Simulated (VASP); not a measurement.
Method: AM05 GGA, VASP's PBE PAW potentials (set 64) (plane waves; VASP).

The input files of a VASP run:

File KPOINTS:
```
k-points along high-symmetry lines
15
Line-mode
Reciprocal
  0.000000   0.000000   0.000000 ! GAMMA
  0.000000   0.500000   0.000000 ! X

  0.000000   0.500000   0.000000 ! X
  0.500000   0.500000   0.000000 ! M

  0.500000   0.500000   0.000000 ! M
  0.000000   0.000000   0.000000 ! GAMMA

  0.000000   0.000000   0.000000 ! GAMMA
  0.500000   0.500000   0.500000 ! R

  0.500000   0.500000   0.500000 ! R
  0.000000   0.500000   0.000000 ! X

  0.500000   0.500000   0.500000 ! R
  0.500000   0.500000   0.000000 ! M
```

**INCAR**
```
SYSTEM = Ni3Fe
PREC = Accurate; ENCUT = 520; LREAL = .False.
LASPH = .True.; ICHARG = 11
EDIFF = 1E-7; NELM = 100; ALGO = Normal
LMAXMIX = 4
ISMEAR = 0; SIGMA = 0.05
GGA = AM
MAGMOM = 2.8 3*0.6
ISPIN = 2
LWAVE = .False.; LCHARG = .False.; LORBIT = 11
```

### POSCAR
```
Ni3Fe
1
    3.4835122501     0.0000000000     0.0000000000
    0.0000000000     3.4835122501    -0.0000000000
    0.0000000000     0.0000000000     3.4835122501
Fe Ni
1 3
Direct
  0.0000000000   0.0000000000   0.0000000000
  0.0000000000   0.5000000000   0.5000000000
  0.5000000000   0.0000000000   0.5000000000
  0.5000000000   0.5000000000   0.0000000000
```

POTCAR, in this order: Fe Ni (PBE.64 set). Program: vasp_std. Read from the step before: CHGCAR.

Output of the run:

**OUTCAR**
```
 ion  position               nearest neighbor table
   1  0.000  0.000  0.000-   2 2.46   3 2.46   4 2.46   2 2.46   3 2.46   2 2.46   4 2.46   2 2.46
                             3 2.46   4 2.46   3 2.46   4 2.46
   2  0.000  0.500  0.500-   1 2.46   3 2.46   4 2.46   1 2.46   4 2.46   1 2.46   3 2.46   1 2.46
                             3 2.46   4 2.46   4 2.46   3 2.46
   3  0.500  0.000  0.500-   1 2.46   2 2.46   4 2.46   1 2.46   4 2.46   2 2.46   4 2.46   4 2.46
                             1 2.46   2 2.46   1 2.46   2 2.46
   4  0.500  0.500  0.000-   1 2.46   2 2.46   3 2.46   2 2.46   3 2.46   1 2.46   3 2.46   3 2.46
                             1 2.46   2 2.46   2 2.46   1 2.46
  LATTYP: Found a simple cubic cell.
 ALAT       =     3.4835122501
 Subroutine PRICEL returns:
 Original cell was already a primitive cell.
 Subroutine GETGRP returns: Found 48 space group operations
The static configuration has the point symmetry O_h .
The dynamic configuration has the point symmetry O_h .
The overall configuration has the point symmetry O_h .
 Subroutine INISYM returns: Found 48 space group operations
   k-points           NKPTS =     90   k-points in BZ     NKDIM =     90   number of bands    NBANDS=     25
   number of dos      NEDOS =    301   number of ions     NIONS =      4
   total plane-waves  NPLWV =  21952
   dimension x,y,z NGX =    28 NGY =   28 NGZ =   28
   dimension x,y,z NGXF=    56 NGYF=   56 NGZF=   56
   ions per type =               1   3
   PREC   = accura    normal or accurate (medium, high low for compatibility)
   ISTART =      0    job   : 0-new  1-cont  2-samecut
   ICHARG =     11    charge: 1-file 2-atom 10-const
   ISPIN  =      2    spin polarized calculation?
   LNONCOLLINEAR =      F non collinear calculations
   LSORBIT =      F    spin-orbit coupling
   INIWAV =      1    electr: 0-lowe 1-rand  2-diag
   ENCUT  =  520.0 eV  38.22 Ry    6.18 a.u.   6.48  6.48  6.48*2*pi/ulx,y,z
   NELM   =    100;   NELMIN=  2; NELMDL= -5     # of ELM steps
   EDIFF  = 0.1E-06   stopping-criterion for ELM
   LREAL  =      F    real-space projection
   NLSPLINE    = F    spline interpolate recip. space projectors
   LMAXMIX     =    4 max onsite mixed and CHGCAR
   VOSKOWN=      0    Vosko Wilk Nusair interpolation
   EDIFFG = 0.1E-05   stopping-criterion for IOM
   NSW    =      0    number of steps for IOM
   NBLOCK =      1;   KBLOCK =      1    inner block; outer block
   IBRION =     -1    ionic relax: 0-MD 1-quasi-New 2-CG
   NFREE  =      0    steps in history (QN), initial steepest desc. (CG)
   ISIF   =      2    stress and relaxation
   ISYM   =      2    0-nonsym 1-usesym 2-fastsym
   TEIN   =    0.0    initial temperature
   TEBEG  =    0.0;   TEEND  =   0.0 temperature during run
   SMASS  =  -3.00    Nose mass-parameter (am)
   PSTRESS=    0.0 pullay stress
   NELECT =      38.0000    total number of electrons
   EFERMI =   0.00;   METHOD = LEGACY
   ISMEAR =     0;   SIGMA  =   0.05  broadening in eV -4-tet -1-fermi 0-gaus
   IALGO  =     38    algorithm
   LDIAG  =      T    sub-space diagonalisation (order eigenvalues)
   IMIX   =      4    mixing-type and parameters
     AMIX     =   0.40;   BMIX     =  1.00
     AMIX_MAG =   1.60;   BMIX_MAG =  1.00
     AMIN     =   0.10
   GGA     = AM    functional components
   VOSKOWN =     0    Vosko Wilk Nusair interpolation
   LHFCALC =     F    Hartree Fock is set to
   LHFONE  =     F    Hartree Fock one center treatment
   AEXX    =    0.0000 exact exchange contribution
   IVDW    =     0    specifies the selected vdW correction
   LEPSILON=     F    determine dielectric tensor
   LRPA    =     F    only Hartree local field effects (RPA)
  energy-cutoff  :      520.00
  volume of cell :       42.27
      direct lattice vectors                 reciprocal lattice vectors
     3.483512250  0.000000000  0.000000000     0.287066595  0.000000000  0.000000000
     0.000000000  3.483512250  0.000000000     0.000000000  0.287066595  0.000000000
     0.000000000  0.000000000  3.483512250     0.000000000  0.000000000  0.287066595
 k-point     1 :   0.0000 0.0000 0.0000  plane waves:    1141
 k-point     2 :   0.0000 0.0357 0.0000  plane waves:    1165
 k-point     3 :   0.0000 0.0714 0.0000  plane waves:    1165
...
```

**OSZICAR**
```
       N       E                     dE             d eps       ncg     rms          rms(c)
DAV:   1     0.234052817870E+03    0.23405E+03   -0.17847E+04  9264   0.220E+03
DAV:   2    -0.124977775225E+02   -0.24655E+03   -0.23784E+03  9048   0.367E+02
DAV:   3    -0.247889421099E+02   -0.12291E+02   -0.11616E+02  9256   0.113E+02
DAV:   4    -0.249609009181E+02   -0.17196E+00   -0.17147E+00 10050   0.132E+01
DAV:   5    -0.249659055340E+02   -0.50046E-02   -0.50042E-02 12483   0.179E+00
DAV:   6    -0.249660238991E+02   -0.11837E-03   -0.11836E-03 10737   0.253E-01
DAV:   7    -0.249660266957E+02   -0.27966E-05   -0.27965E-05 12641   0.348E-02
DAV:   8    -0.249660267204E+02   -0.24708E-07   -0.25601E-07  7781   0.413E-03
   1 F= -.24966027E+02 E0= -.24964090E+02  d E =-.387343E-02  mag=     4.6077
```

OUTCAR:
```



 magnetization (x)

# of ion       s       p       d       tot
------------------------------------------
    1        0.005   0.005   2.824   2.834
    2       -0.018  -0.031   0.721   0.672
    3       -0.018  -0.031   0.721   0.672
    4       -0.018  -0.031   0.721   0.672
--------------------------------------------------
tot         -0.049  -0.087   4.987   4.851
```
(Selected blocks of OUTCAR.)

OUTCAR:
```
 val. band max:        9.1511490528   @ k =   0.3214   0.3214   0.3214

 cond. band min:       9.1642069289   @ k =   0.2857   0.2857   0.2857



 spin component 1

 k-point     1 :       0.0000    0.0000    0.0000
  band No.  band energies     occupation
      1      -0.3905      1.00000
      2       3.5099      1.00000
      3       3.5099      1.00000
      4       4.1380      1.00000
      5       4.2843      1.00000
      6       4.2843      1.00000
      7       4.2843      1.00000
      8       6.3079      1.00000
      9       6.3079      1.00000
     10       6.3079      1.00000
     11       7.4510      1.00000
     12       7.4510      1.00000
     13       8.2970      1.00000
     14       8.2970      1.00000
     15       8.3247      1.00000
     16       8.4558      1.00000
     17       8.4558      1.00000
     18       8.4558      1.00000
     19       8.5372      1.00000
     20       8.5372      1.00000
     21       8.5372      1.00000
     22      11.3167      0.00000
     23      11.3167      0.00000
     24      11.3167      0.00000
     25      18.3880      0.00000

 k-point     2 :       0.0000    0.0357    0.0000
  band No.  band energies     occupation
      1      -0.3733      1.00000
      2       3.5159      1.00000
      3       3.5185      1.00000
      4       4.1446      1.00000
      5       4.2898      1.00000
      6       4.2906      1.00000
      7       4.2906      1.00000
      8       6.3012      1.00000
      9       6.3128      1.00000
     10       6.3128      1.00000
     11       7.4443      1.00000
     12       7.4531      1.00000
     13       8.2889      1.00000
     14       8.2929      1.00000
     15       8.3190      1.00000
     16       8.4222      1.00000
     17       8.4222      1.00000
     18       8.4558      1.00000
     19       8.5140      1.00000
     20       8.5140      1.00000
     21       8.5372      1.00000
     22      11.2237      0.00000
...
```

The density is held fixed in this step, so its total energy and stress have no physical meaning.

The compound is Ni3Fe in the L1_2 structure. It was relaxed first, which changed the volume by -6 %.
